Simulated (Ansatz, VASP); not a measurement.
# CuF: VASP beside Ansatz

Aim: how closely do two programs agree when they are given the same cell, functional and k mesh? The cell is generated by rule, not measured, and may not be a known phase. The cell is taken from a series of runs on this material, whose earlier steps may have relaxed, scaled, displaced or heated it; both programs get it as it stands.

Calculated with Ansatz 0.2.0; plane waves, with VASP 6.6.1 beside it; zone-centre phonons at r2SCAN.

The structure was built from a prototype and need not be the compound's stable phase.

**1. The starting structure**

Symmetry: Pm-3m, No. 221, cubic system. Conventional cell: a = 2.738 Å, b = 2.738 Å, c = 2.738 Å, α = 90.00°, β = 90.00°, γ = 90.00°. Cu has 8 F at 2.37 Å nearest. Nearest to F lie 8 Cu at 2.37 Å. Farther neighbours and most contacts between anions are not listed.

Coordinates:

```xyz
2
Lattice="2.7385 0.0000 0.0000 0.0000 2.7385 0.0000 0.0000 0.0000 2.7385" Properties=species:S:1:pos:R:3 pbc="T T T"
Cu    0.0000    0.0000    0.0000
F     1.3692    1.3692    1.3692
```

**2. VASP: zone-centre phonons, r2SCAN**

Second derivatives magnify differences that forces hide, and they need a tight electronic threshold.

Lines of VASP's logs that name or quote its potential files are left out, and so is its time.

Contents of INCAR:

```
SYSTEM = CuF
PREC = Accurate
ENCUT = 660
EDIFF = 1E-08
NELM = 120
ISMEAR = 1
SIGMA = 0.15
LREAL = .FALSE.
ALGO = Normal
METAGGA = R2SCAN
LASPH = .TRUE.
NBANDS = 15
LORBIT = 11
LWAVE = .FALSE.
LCHARG = .FALSE.
ISIF = 2
IBRION = 6
NFREE = 2
POTIM = 0.015
NSW = 1
GGA_COMPAT = .FALSE.
LMIXTAU = .TRUE.
KPAR = 2
```

Contents of POSCAR:

```
CuF
1.0
    2.7384665451      0.0000000000      0.0000000000
    0.0000000000      2.7384665451      0.0000000000
    0.0000000000      0.0000000000      2.7384665451
Cu F
1 1
Direct
    0.0000000000      0.0000000000      0.0000000000
    0.5000000000      0.5000000000      0.5000000000
```

Contents of KPOINTS:

```
Automatic mesh
0
Gamma
16 16 16
0 0 0
```

The projector-augmented-wave data sets are Cu and F (PBE family, release 64).

Launch:

```bash
$ mpirun -np 2 vasp_std
```

Numbers of over 12 decimals in the logs are rounded to 6 here.

The log of the run:

```text
[banner, memory and clock lines left out]
running    2 mpi-ranks, on    1 nodes
 distrk:  each k-point on    1 cores,    2 groups
 distr:  one band on    1 cores,    1 groups

 POSCAR found type information on POSCAR CuF
 POSCAR found :  2 types and       2 ions
|                                                                             |
|               ----> ADVICE to this user running VASP <----                  |
|                                                                             |
|     You enforced a specific xc type in the INCAR file but a different       |
|     [... a line on the potential file left out ...]
|     I HOPE YOU KNOW WHAT YOU ARE DOING!                                     |
|                                                                             |

 LDA part: xc-table for (None), standard interpolation
 POSCAR, INCAR and KPOINTS ok, starting setup
 FFT: planning ... GRIDC
 FFT: planning ... GRID_SOFT
 FFT: planning ... GRID
 WAVECAR not read
 entering main loop
       N       E                     dE             d eps       ncg     rms          rms(c)
DAV:   1     0.121661844440E+03    0.12166E+03   -0.11324E+04  5275   0.233E+03
DAV:   2    -0.119983437472E+02   -0.13366E+03   -0.12017E+03  5189   0.377E+02
DAV:   3    -0.205149040510E+02   -0.85166E+01   -0.82409E+01  5805   0.973E+01
DAV:   4    -0.206154835193E+02   -0.10058E+00   -0.10054E+00  5658   0.101E+01
DAV:   5    -0.206171788701E+02   -0.16954E-02   -0.16953E-02  6602   0.133E+00    0.645E+00
DAV:   6    -0.167396601947E+02    0.38775E+01   -0.81320E+00  6056   0.789E+01    0.681E+00
DAV:   7    -0.157354134042E+02    0.10042E+01   -0.25341E+00  5741   0.498E+01    0.204E+00
DAV:   8    -0.157513355393E+02   -0.15922E-01   -0.29281E-01  6316   0.127E+01    0.530E-01
DAV:   9    -0.156797687911E+02    0.71567E-01   -0.50942E-02  6197   0.341E+00    0.292E-01
DAV:  10    -0.157493326007E+02   -0.69564E-01   -0.65248E-02  6158   0.435E+00    0.321E-01
DAV:  11    -0.157502129789E+02   -0.88038E-03   -0.12335E-03  6444   0.759E-01    0.220E-01
DAV:  12    -0.157507651169E+02   -0.55214E-03   -0.23898E-03  6154   0.115E+00    0.497E-02
DAV:  13    -0.157506171903E+02    0.14793E-03   -0.98146E-05  6401   0.154E-01    0.321E-02
DAV:  14    -0.157506876512E+02   -0.70461E-04   -0.76265E-05  7065   0.196E-01    0.364E-03
DAV:  15    -0.157506857804E+02    0.18708E-05   -0.38644E-06  6339   0.276E-02    0.344E-03
DAV:  16    -0.157506886767E+02   -0.28963E-05   -0.12070E-06  5013   0.146E-02    0.310E-03
DAV:  17    -0.157506887033E+02   -0.26554E-07   -0.77377E-07  6423   0.188E-02    0.692E-04
DAV:  18    -0.157506888244E+02   -0.12111E-06   -0.69755E-08  6297   0.580E-03    0.163E-04
DAV:  19    -0.157506887963E+02    0.28091E-07   -0.34546E-09  2888   0.138E-03    0.686E-05
DAV:  20    -0.157506887892E+02    0.71154E-08   -0.90893E-10  2650   0.682E-04
   1 F= -.15750689E+02 E0= -.15753217E+02  d E =0.758564E-02
[...]
2 F= -.15750646E+02 E0= -.15753184E+02  d E =0.761533E-02
[...]
3 F= -.15750646E+02 E0= -.15753184E+02  d E =0.761520E-02
[...]
4 F= -.15750672E+02 E0= -.15753203E+02  d E =0.759234E-02
 Finite differences progress:
  Degree of freedom:   2/  2
  Displacement:        1/  2
  Total:               3/  4
 bond charge predicted
       N       E                     dE             d eps       ncg     rms          rms(c)
DAV:   1    -0.157448585285E+02    0.58140E-02   -0.44667E+00 12150   0.170E+01    0.195E-01
DAV:   2    -0.157512075844E+02   -0.63491E-02   -0.84432E-02 13464   0.323E+00    0.762E-02
DAV:   3    -0.157505734666E+02    0.63412E-03   -0.11382E-03 13717   0.520E-01    0.444E-02
DAV:   4    -0.157505118432E+02    0.61623E-04   -0.62998E-04 12339   0.335E-01    0.220E-02
DAV:   5    -0.157506590050E+02   -0.14716E-03   -0.18202E-04 12568   0.226E-01    0.705E-03
DAV:   6    -0.157506747057E+02   -0.15701E-04   -0.28465E-05 13879   0.573E-02    0.668E-03
DAV:   7    -0.157506722897E+02    0.24161E-05   -0.56790E-07 13996   0.102E-02    0.532E-03
DAV:   8    -0.157506719480E+02    0.34169E-06   -0.30018E-06 12311   0.216E-02    0.601E-04
DAV:   9    -0.157506724670E+02   -0.51897E-06   -0.48526E-07 12535   0.748E-03    0.225E-04
DAV:  10    -0.157506724852E+02   -0.18266E-07   -0.19078E-08 14808   0.140E-03    0.264E-04
DAV:  11    -0.157506724766E+02    0.85747E-08   -0.40232E-09  9232   0.718E-04
   5 F= -.15750672E+02 E0= -.15753203E+02  d E =0.759235E-02
 Finite differences progress:
  Degree of freedom:   2/  2
  Displacement:        2/  2
  Total:               4/  4
```

From OUTCAR (step 2):

```text
ion  position               nearest neighbor table
   1  0.000  0.000  0.000-
   2  0.500  0.500  0.500-

  LATTYP: Found a simple cubic cell.
 ALAT       =     2.7384665451

 Subroutine GETGRP returns: Found 48 space group operations
 (whereof 48 operations were pure point group operations)

The static configuration has the point symmetry O_h .

 Found    165 irreducible k-points:

   k-points           NKPTS =    165   k-points in BZ     NKDIM =    165   number of bands    NBANDS=     15

   dimension x,y,z NGX =    24 NGY =   24 NGZ =   24
   dimension x,y,z NGXF=    48 NGYF=   48 NGZF=   48

   ENCUT  =  660.0 eV  48.51 Ry    6.96 a.u.   5.74  5.74  5.74*2*pi/ulx,y,z

   NELECT =      18.0000    total number of electrons

 k-points in reciprocal lattice and weights: Automatic mesh
   0.00000000  0.00000000  0.00000000       0.000
   0.06250000  0.00000000  0.00000000       0.001
   0.12500000  0.00000000  0.00000000       0.001
   0.18750000  0.00000000  0.00000000       0.001
   0.25000000  0.00000000  0.00000000       0.001
   0.31250000  0.00000000  0.00000000       0.001
   0.37500000  0.00000000  0.00000000       0.001
   0.43750000  0.00000000  0.00000000       0.001
   0.50000000  0.00000000  0.00000000       0.001
[...]
0.50000000  0.50000000  0.43750000       0.001
   0.50000000  0.50000000  0.50000000       0.000

 average (electrostatic) potential at core
       1 -69.9294       2 -79.5157

 E-fermi :   4.8759

 k-point     1 :       0.0000    0.0000    0.0000
  band No.  band energies     occupation
    ...
      6       2.9845      2.00000
      7       3.3581      2.00000
      8       4.4789      2.00117
      9       4.4791      2.00118
     10       4.4791      2.00118
     11      20.8646      0.00000
     12      20.8703      0.00000
     13      22.8160      0.00000
     14      22.8160      0.00000
     15      22.8227      0.00000

 k-point     2 :       0.0625    0.0000    0.0000
  band No.  band energies     occupation
    ...
      6       3.0471      2.00000
      7       3.5820      2.00000
      8       4.4808      2.00124
      9       4.4849      2.00142
     10       4.4849      2.00142
     11      20.0597      0.00000
     12      20.9121      0.00000
     13      22.8109      0.00000
     14      22.8109      0.00000
     15      23.5900      0.00000

 k-point     3 :       0.1250    0.0000    0.0000
  band No.  band energies     occupation
    ...
      6       3.2093      2.00000
      7       4.1404      2.00000
      8       4.4863      2.00148
      9       4.5019      2.00238
     10       4.5019      2.00238
     11      18.6673      0.00000
     12      21.0378      0.00000
     13      22.7918      0.00000
     14      22.7918      0.00000
     15      24.8900      0.00000

  Total       -0.0200254     -0.0186389     -0.0186389      0.0000000     -0.0000000      0.0000000
  in kB       -1.5623161     -1.4541444     -1.4541444      0.0000000     -0.0000000      0.0000000
  external PRESSURE =      -1.4902016 kB  Pullay stress =       0.0000000 kB

  energy-cutoff  :      660.00
  volume of cell :       20.54
      direct lattice vectors                 reciprocal lattice vectors
     2.738466545  0.000000000  0.000000000     0.365167872  0.000000000  0.000000000
     0.000000000  2.738466545  0.000000000     0.000000000  0.365167872  0.000000000
     0.000000000  0.000000000  2.738466545     0.000000000  0.000000000  0.365167872

 POSITION                                       TOTAL-FORCE (eV/Angst)
 -----------------------------------------------------------------------------------
      0.00000      0.00000      0.00000        -0.003677      0.000000     -0.000000
      1.35423      1.36923      1.36923         0.003677     -0.000000      0.000000
 -----------------------------------------------------------------------------------
    total drift:                               -0.001776     -0.000000      0.000001

  FREE ENERGIE OF THE ION-ELECTRON SYSTEM (eV)
  ---------------------------------------------------
  free  energy   TOTEN  =       -15.7506724766 eV

  energy  without entropy=      -15.7582648255  energy(sigma->0) =      -15.75320326

 Eigenvectors and eigenvalues of the dynamical matrix
 ----------------------------------------------------

   1 f  =    2.125989 THz    13.357986 2PiTHz   70.915376 cm-1     8.792382 meV
             X         Y         Z           dx          dy          dz
      0.000000  0.000000  0.000000     0.537101    0.000000   -0.000000
      1.369233  1.369233  1.369233    -0.843518   -0.000000    0.000000

   2 f  =    2.125989 THz    13.357986 2PiTHz   70.915376 cm-1     8.792382 meV
             X         Y         Z           dx          dy          dz
      0.000000  0.000000  0.000000     0.000000   -0.537101    0.000000
      1.369233  1.369233  1.369233     0.000000    0.843518    0.000000

   3 f  =    2.125989 THz    13.357986 2PiTHz   70.915376 cm-1     8.792382 meV
             X         Y         Z           dx          dy          dz
      0.000000  0.000000  0.000000    -0.000000   -0.000000   -0.537101
      1.369233  1.369233  1.369233     0.000000    0.000000    0.843518

   4 f/i=    0.141868 THz     0.891385 2PiTHz    4.732217 cm-1     0.586720 meV
             X         Y         Z           dx          dy          dz
      0.000000  0.000000  0.000000     0.000000   -0.843518    0.000000
      1.369233  1.369233  1.369233     0.000000   -0.537101    0.000000

   5 f/i=    0.141868 THz     0.891385 2PiTHz    4.732217 cm-1     0.586720 meV
             X         Y         Z           dx          dy          dz
      0.000000  0.000000  0.000000     0.000000    0.000000    0.843518
      1.369233  1.369233  1.369233     0.000000    0.000000    0.537101

   6 f/i=    0.141868 THz     0.891385 2PiTHz    4.732217 cm-1     0.586720 meV
             X         Y         Z           dx          dy          dz
      0.000000  0.000000  0.000000    -0.843518   -0.000000    0.000000
      1.369233  1.369233  1.369233    -0.537101    0.000000    0.000000

 ELASTIC MODULI CONTR FROM IONIC RELAXATION (kBar)
 Direction    XX          YY          ZZ          XY          YZ          ZX
 --------------------------------------------------------------------------------
 XX           0.0000      0.0000      0.0000      0.0000      0.0000      0.0000
 YY           0.0000      0.0000      0.0000      0.0000      0.0000      0.0000
 ZZ           0.0000      0.0000      0.0000      0.0000      0.0000      0.0000
 XY           0.0000      0.0000      0.0000      0.0000      0.0000      0.0000
 YZ           0.0000      0.0000      0.0000      0.0000      0.0000      0.0000
 ZX           0.0000      0.0000      0.0000      0.0000      0.0000      0.0000
 --------------------------------------------------------------------------------

 total charge
# of ion       s       p       d       tot
------------------------------------------
    1        0.198   0.150   9.453   9.800
    2        1.749   4.318   0.000   6.066
--------------------------------------------------
tot          1.946   4.468   9.453  15.867

[... 3 further parts left out ...]
```

CONTCAR:

```
CuF
   1.00000000000000
     2.7384665451000001    0.0000000000000000    0.0000000000000000
     0.0000000000000000    2.7384665451000001    0.0000000000000000
     0.0000000000000000    0.0000000000000000    2.7384665451000001
  Cu              F
     1     1
Direct
     0.0000000000000000    0.0000000000000000    0.0000000000000000
     0.4945224819244772    0.5000000000000000    0.5000000000000000
```

This run has no spin polarisation, so a moment on Cu, if there is one, isn't seen. The last energy, forces, stress and levels in OUTCAR belong to the last displaced cell, not to the cell of POSCAR. The PAW data sets were made with PBE, which is usual practice but a small mismatch for other functionals. Oxides and halides of Cu are often magnetic insulators, and a metal at this level, without U or exact exchange, may be an artefact.

Levels, forces or a CONTCAR printed for this step are those of its last displaced cell, not of the structure at rest.

(Continued in part 2 of 2.)

[Lines on the potential files, build, host, timing and source positions are cut from VASP's logs without a mark.]

[Logs are printed without paths, hosts, clocks, repeated set-up lines and the standing remarks that a program may print on its own settings, such as how far it seeks lower states.]

[Hosts, paths, dates, database ids (printed as entryN), source tags and the programs' standing remarks are cut or masked in the printed files.]
